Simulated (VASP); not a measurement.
# Ca2ZrN2 (P-3m1) in VASP: further runs

One crystal, Ca2ZrN2, is run at these levels: PBE; tasks: relaxation of cell and atoms.

All numbers are computed with VASP 6.6.1; they aren't measurements. Logs are shortened: lines on timing, memory, paths and dates and some standing lists are left out, and cuts for length are marked.

### 1 Starting point

The structure is trigonal, space group P-3m1 (No. 164). The conventional cell has a = 3.376 Å, b = 3.376 Å, c = 8.501 Å, α = 90.00°, β = 90.00°, γ = 120.00°. Around Ca (site symmetry 3m) lie 3 N at 2.42 Å. Around Zr (site symmetry -3m) lie 6 N at 2.30 Å. N (site symmetry 3m) has 3 Zr at 2.30 Å and 3 Ca at 2.42 Å as nearest neighbours.

The cell was built by a generator and needn't be a form met in nature.

### 2 Relaxation of cell and atoms, PBE

File INCAR:

```
SYSTEM = Ca2ZrN2
ALGO     = Normal         ! electronic algorithm
EDIFF    = 1E-6           ! SCF threshold, eV
EDIFFG   = -0.01          ! ionic threshold
ENCUT    = 520            ! plane-wave cutoff, eV
GGA      = PE             ! functional
IBRION   = 2              ! ionic algorithm
ISIF     = 3              ! what is computed and relaxed
ISMEAR   = 0              ! smearing method
KPAR     = 4            
LASPH    = .TRUE.         ! aspherical terms in the spheres
LCHARG   = .FALSE.        ! write CHGCAR
LREAL    = .FALSE.        ! projectors in reciprocal space
LWAVE    = .FALSE.        ! write WAVECAR
NELM     = 120            ! most SCF steps
NSW      = 90             ! ionic steps
PREC     = Accurate       ! precision mode
SIGMA    = 0.1            ! smearing width, eV
```

File KPOINTS:

```
k-points
0
G
  10 10 4
  0 0 0
```

File POSCAR:

```
Ca2ZrN2
1.0
    3.3761291400      0.0000000000      0.0000000000
   -1.6880645700      2.9238136000      0.0000000000
    0.0000000000      0.0000000000      8.5010000000
Ca Zr N
2 1 2
Direct
    0.6666666700      0.3333333300      0.3132572600
    0.3333333300      0.6666666700      0.6867427400
    0.0000000000      0.0000000000      0.0000000000
    0.6666666700      0.3333333300      0.8562522100
    0.3333333300      0.6666666700      0.1437477900
```

Potentials or basis: VASP PAW PBE potentials, release 64 (Ca_sv, Zr_sv, N).

Run with:

```console
$ cat potpaw_PBE.64/Ca_sv/POTCAR potpaw_PBE.64/Zr_sv/POTCAR potpaw_PBE.64/N/POTCAR > POTCAR
$ mpirun -np 4 vasp_std > vasp.out
```

OUTCAR:

```text
SYSTEM = Ca2ZrN2
   EDIFF = 1E-6
   EDIFFG = -0.01
   ENCUT = 520
   GGA = PE
   IBRION = 2
   ISIF = 3
   ISMEAR = 0
   LASPH = .TRUE.
   LREAL = .FALSE.
   NELM = 120
   NSW = 90
   PREC = Accurate

 ion  position               nearest neighbor table
   1  0.667  0.333  0.313-   5 2.42   5 2.42   5 2.42   3 3.30   3 3.30   3 3.30
   2  0.333  0.667  0.687-   4 2.42   4 2.42   4 2.42   3 3.30   3 3.30   3 3.30
   3  0.000  0.000  0.000-   4 2.30   5 2.30   5 2.30   4 2.30   4 2.30   5 2.30   1 3.30   2 3.30
                             2 3.30   1 3.30   2 3.30   1 3.30
   4  0.667  0.333  0.856-   3 2.30   3 2.30   3 2.30   2 2.42   2 2.42   2 2.42
   5  0.333  0.667  0.144-   3 2.30   3 2.30   3 2.30   1 2.42   1 2.42   1 2.42

  LATTYP: Found a hexagonal cell.
 ALAT       =     3.3761291400
 C/A-ratio  =     2.5179724020

  Lattice vectors:

 A1 = (   3.3761291400,   0.0000000000,   0.0000000000)
 A2 = (  -1.6880645700,   2.9238136000,   0.0000000000)
 A3 = (   0.0000000000,   0.0000000000,   8.5010000000)

Analysis of symmetry for initial positions (statically):
=====================================================================
 Subroutine PRICEL returns:
 Original cell was already a primitive cell.

 Routine SETGRP: Setting up the symmetry group for a
 hexagonal supercell.

 Subroutine GETGRP returns: Found 12 space group operations
 (whereof 12 operations were pure point group operations)
 out of a pool of 24 trial point group operations.

The static configuration has the point symmetry D_3d.

Analysis of symmetry for dynamics (positions and initial velocities):
=====================================================================
 Subroutine PRICEL returns:
 Original cell was already a primitive cell.

 Routine SETGRP: Setting up the symmetry group for a
 hexagonal supercell.

 Subroutine GETGRP returns: Found 12 space group operations
 (whereof 12 operations were pure point group operations)
 out of a pool of 24 trial point group operations.

The dynamic configuration has the point symmetry D_3d.

 Subroutine INISYM returns: Found 12 space group operations
 (whereof 12 operations are pure point group operations),
 and found     1 'primitive' translations

----------------------------------------------------------------------------------------

                                     Primitive cell

  volume of cell :      83.9148

  direct lattice vectors                    reciprocal lattice vectors
     3.376129140  0.000000000  0.000000000     0.296197201  0.171009534  0.000000000
    -1.688064570  2.923813600  0.000000000     0.000000000  0.342019067  0.000000000
     0.000000000  0.000000000  8.501000000     0.000000000  0.000000000  0.117633220

  length of vectors
     3.376129140  3.376129139  8.501000000     0.342019067  0.342019067  0.117633220

  position of ions in fractional coordinates (direct lattice)
     0.666666670  0.333333330  0.313257260
     0.333333330  0.666666670  0.686742740
     0.000000000  0.000000000  0.000000000
     0.666666670  0.333333330  0.856252210
     0.333333330  0.666666670  0.143747790

  ion indices of the primitive-cell ions
   primitive index   ion index
                 1           1
                 2           2
                 3           3
                 4           4
                 5           5

----------------------------------------------------------------------------------------

 KPOINTS: k-points

Automatic generation of k-mesh.
 Grid dimensions read from file:
 generate k-points for:   10   10    4

 Generating k-lattice:

  Cartesian coordinates                     Fractional coordinates (reciprocal lattice)
     0.029619720  0.017100953  0.000000000     0.100000000  0.000000000  0.000000000
     0.000000000  0.034201907  0.000000000     0.000000000  0.100000000  0.000000000
     0.000000000  0.000000000  0.029408305     0.000000000  0.000000000  0.250000000

  Length of vectors
     0.034201907  0.034201907  0.029408305

  Shift w.r.t. Gamma in fractional coordinates (k-lattice)
     0.000000000  0.000000000  0.000000000

 Subroutine IBZKPT returns following result:
 ===========================================

 Found     50 irreducible k-points:

 Following reciprocal coordinates:
            Coordinates               Weight
  0.000000  0.000000  0.000000      1.000000
  0.100000 -0.000000  0.000000      6.000000
  0.200000 -0.000000  0.000000      6.000000
  0.300000 -0.000000  0.000000      6.000000
  0.400000 -0.000000  0.000000      6.000000
  0.500000 -0.000000  0.000000      3.000000
[... 16 lines left out ...]
  0.000000  0.400000  0.250000      6.000000
  0.500000 -0.000000  0.250000      6.000000
 [... further k-points ...]
   k-points           NKPTS =     50   k-points in BZ     NKDIM =     50   number of bands    NBANDS=     25
   number of dos      NEDOS =    301   number of ions     NIONS =      5
   total plane-waves  NPLWV =  50176
   dimension x,y,z NGX =    28 NGY =   28 NGZ =   64
   dimension x,y,z NGXF=    56 NGYF=   56 NGZF=  128
   ions per type =               2   1   2
   NGX,Y,Z   is equivalent  to a cutoff of  13.79, 13.79, 12.52 a.u.
   NGXF,Y,Z  is equivalent  to a cutoff of  27.58, 27.58, 25.03 a.u.
 SYSTEM =  Ca2ZrN2
   PREC   = accura    normal or accurate (medium, high low for compatibility)
   ISTART =      0    job   : 0-new  1-cont  2-samecut
   ICHARG =      2    charge: 1-file 2-atom 10-const
   ISPIN  =      1    spin polarized calculation?
   LNONCOLLINEAR =      F non collinear calculations
   LSORBIT =      F    spin-orbit coupling
   LASPH  =      T    aspherical Exc in radial PAW
   ENCUT  =  520.0 eV  38.22 Ry    6.18 a.u.   6.28  6.28 15.81*2*pi/ulx,y,z
   NELM   =    120;   NELMIN=  2; NELMDL= -5     # of ELM steps
   EDIFF  = 0.1E-05   stopping-criterion for ELM
   LREAL  =      F    real-space projection
   EDIFFG = -.1E-01   stopping-criterion for IOM
   NSW    =     90    number of steps for IOM
   IBRION =      2    ionic relax: 0-MD 1-quasi-New 2-CG
   NFREE  =      1    steps in history (QN), initial steepest desc. (CG)
   ISIF   =      3    stress and relaxation
   ISYM   =      2    0-nonsym 1-usesym 2-fastsym
   POTIM  = 0.5000    time-step for ionic-motion
   TEBEG  =    0.0;   TEEND  =   0.0 temperature during run
   PSTRESS=    0.0 pullay stress
   NELECT =      42.0000    total number of electrons
   NUPDOWN=      -1.0000    fix difference up-down
   EMIN   =  10.00;   EMAX   =-10.00  energy-range for DOS
   EFERMI =   0.00;   METHOD = LEGACY
   ISMEAR =     0;   SIGMA  =   0.10  broadening in eV -4-tet -1-fermi 0-gaus
   EFERMI_NEDOS =   21; number of points for ismear=-14 and -15
   IALGO  =     38    algorithm
   IMIX   =      4    mixing-type and parameters
     AMIX     =   0.40;   BMIX     =  1.00
     AMIX_MAG =   1.60;   BMIX_MAG =  1.00
  volume/ion in A,a.u.               =      16.78       113.26
  Fermi-wavevector in a.u.,A,eV,Ry     =   1.299805  2.456276 22.986963  1.689494
  Thomas-Fermi vector in A             =   2.431045
   LORBIT       =      0    0 simple, 1 ext, 2 COOP (PROOUT), +10 PAW based schemes
   GGA     = PE    functional components
   LHFCALC =     F    Hartree Fock is set to
   AEXX    =    0.0000 exact exchange contribution
   IVDW    =     0    specifies the selected vdW correction
   LEPSILON=     F    determine dielectric tensor
   LRPA    =     F    only Hartree local field effects (RPA)
 conjugate gradient relaxation of ions
 non-spin polarized calculation
 Gauss-broadening in eV      SIGMA  =   0.10
  energy-cutoff  :      520.00
  volume of cell :       83.91
 maximum number of plane-waves:      2300
 NGX is ok and might be reduce to    28
   NGX = 13   NGY = 13   NGZ = 31

--------------------------------------- Ionic step        1  -------------------------------------------

 number of electron      41.9999999 magnetization

 Free energy of the ion-electron system (eV)
  ---------------------------------------------------
  ext. energy  EPLUGINS =         0.00000000
  ---------------------------------------------------
  free energy    TOTEN  =       -34.90206861 eV

  energy without entropy =      -34.89516258  energy(sigma->0) =      -34.89861560

------------------------ aborting loop because EDIFF is reached ----------------------------------------

  FORCE on cell =-STRESS in cart. coord.  units (eV):
  Direction    XX          YY          ZZ          XY          YZ          ZX
  --------------------------------------------------------------------------------------
  -------------------------------------------------------------------------------------
  Total        0.1264155      0.1264155      3.5364739      0.0000000     -0.0000000      0.0000000
  in kB        2.4136388      2.4136388     67.5215316      0.0000000     -0.0000000      0.0000000
  external PRESSURE =      24.1162697 kB  Pullay stress =       0.0000000 kB
[... 98 lines left out ...]
  FREE ENERGIE OF THE ION-ELECTRON SYSTEM (eV)
  ---------------------------------------------------
  free  energy   TOTEN  =       -34.9540396986 eV

  energy  without entropy=      -34.9475525856  energy(sigma->0) =      -34.95079614

[... ionic steps 4 to 8 ...]

--------------------------------------- Ionic step        9  -------------------------------------------

 number of electron      42.0000004 magnetization

------------------------ aborting loop because EDIFF is reached ----------------------------------------

  FORCE on cell =-STRESS in cart. coord.  units (eV):
  Direction    XX          YY          ZZ          XY          YZ          ZX
  --------------------------------------------------------------------------------------
  -------------------------------------------------------------------------------------
  Total       -0.0644273     -0.0644273     -0.0617048     -0.0000000      0.0000000      0.0000000
  in kB       -1.1811176     -1.1811176     -1.1312079     -0.0000000      0.0000000      0.0000000
  external PRESSURE =      -1.1644810 kB  Pullay stress =       0.0000000 kB
[... 63 lines left out ...]
  energy  without entropy=      -34.9835353718  energy(sigma->0) =      -34.98775806

--------------------------------------- Ionic step       11  -------------------------------------------

 number of electron      42.0000004 magnetization

 Free energy of the ion-electron system (eV)
  ---------------------------------------------------
  ext. energy  EPLUGINS =         0.00000000
  ---------------------------------------------------
  free energy    TOTEN  =       -34.99201783 eV

  energy without entropy =      -34.98356116  energy(sigma->0) =      -34.98778950

 E-fermi :   5.8984     XC(G=0): -10.2008

 val. band max:        5.8910978567   @ k =   0.0000   0.3000   0.2500
 cond. band min:       5.9022217941   @ k =   0.3000  -0.0000   0.5000
 fundamental gap:      0.0111239374
 Fermi energy:         5.8983524193

 k-point     1 :       0.0000    0.0000    0.0000
  band No.  band energies     occupation
      1     -43.4293      2.00000
      2     -34.8225      2.00000
      3     -34.8175      2.00000
      4     -21.6104      2.00000
      5     -21.2149      2.00000
      6     -21.2149      2.00000
[... 661 lines left out ...]
     24       7.7116      0.00000
     25       8.9886      0.00000

 [... further k-points ...]
[... 5 lines left out ...]
  --------------------------------------------------------------------------------------
  -------------------------------------------------------------------------------------
  Total        0.0225829      0.0225829     -0.0101664     -0.0000000     -0.0000000      0.0000000
  in kB        0.4143496      0.4143496     -0.1865333     -0.0000000     -0.0000000      0.0000000
  external PRESSURE =       0.2140553 kB  Pullay stress =       0.0000000 kB
[... 20 lines left out ...]
  FREE ENERGIE OF THE ION-ELECTRON SYSTEM (eV)
  ---------------------------------------------------
  free  energy   TOTEN  =       -34.9920178303 eV

  energy  without entropy=      -34.9835611650  energy(sigma->0) =      -34.98778950

 reached required accuracy - stopping structural energy minimisation
```

It took 95 s on 4 MPI ranks of Intel Xeon 6975P-C (Granite Rapids), shared host; peak memory 0.29 GiB.

Results:

* Free energy: -34.9920 eV
* Relaxed volume: 17.46 Å³/atom
* Relaxed cell: a = 3.366 Å, b = 3.366 Å, c = 8.899 Å, α = 90.00°, β = 90.00°, γ = 120.00°
* Space group after relaxing (to 0.05 Å): P-3m1 (No. 164)
* Energy gained by relaxing: 18.0 meV/atom
* Ionic steps: 11
* Pressure after relaxing: 0.0 GPa
* Largest force after relaxing: 0.004 eV/Å
* Band gap on the k mesh: none (metal or under the smearing width)

Forces on the atoms (eV/Å):
```
Ca   0.000  0.000 -0.004
Ca   0.000  0.000  0.004
Zr   0.000  0.000  0.000
N    0.000  0.000  0.004
N    0.000  0.000 -0.004
```

The path:
```csv
step,energy change (eV),largest force (eV/Å),pressure (GPa),volume (Å³)
1,0.0000,0.1809,2.41,83.91
2,-0.0502,0.4537,-1.67,86.99
3,-0.0520,0.4105,-1.06,86.50
4,-0.0714,0.2779,0.28,85.87
5,-0.0729,0.2318,0.78,85.64
6,-0.0852,0.1039,0.43,86.39
7,-0.0895,0.0380,0.08,87.18
8,-0.0899,0.0176,-0.13,87.41
9,-0.0899,0.0192,-0.12,87.40
10,-0.0899,0.0095,0.11,87.26
11,-0.0899,0.0036,0.02,87.32
```

Final structure:
```yaml
crystal:
  lattice:
    - [3.36608, 0.00000, 0.00000]
    - [-1.68304, 2.91511, 0.00000]
    - [0.00000, 0.00000, 8.89903]
  atoms:
    - { symbol: Ca, position: [0.66667, 0.33333, 0.30357] }
    - { symbol: Ca, position: [0.33333, 0.66667, 0.69643] }
    - { symbol: Zr, position: [0.00000, 0.00000, 0.00000] }
    - { symbol: N, position: [0.66667, 0.33333, 0.85947] }
    - { symbol: N, position: [0.33333, 0.66667, 0.14053] }
```

[end of part 1 of 2]
